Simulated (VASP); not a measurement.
## BBi (relaxed from the zinc blende structure, space group F-43m): computed properties

These are PBEsol GGA, VASP's PBE PAW potentials (set 64) (plane waves; VASP) values and carry that method's errors.

* **space group**: F-43m (216)
* **cell**: a = b = c = 5.4539 Å, α = β = γ = 90.00°
* **volume per atom**: 20.28 Å³/atom
* **band gap (over mesh and band path)**: 0.45 eV
* **smallest direct gap (over mesh and band path)**: 0.45 eV
* **band-edge character**: direct, Γ to Γ
* **density**: 9.00 g/cm³

Space group F-43m (No. 216); a = b = c = 5.454 Å, α = β = γ = 90.00°

```json
[
 {"atom": "B", "site": "4a", "symmetry": "-43m", "x": "0.0000", "y": "0.0000", "z": "0.0000"},
 {"atom": "Bi", "site": "4d", "symmetry": "-43m", "x": "0.7500", "y": "0.7500", "z": "0.7500"}
]
```
(The calculation used a cell of 2 atoms; values per cell refer to that cell.)

Unless said otherwise, spin-orbit coupling is left out, though it shifts the bands of the heavy elements here.

The structure was generated: BBi was put into the zinc blende type (F-43m), which need not be its known phase. It was relaxed first, which changed the volume by +5 %. Symmetry was kept, so distortions that lower it aren't found.
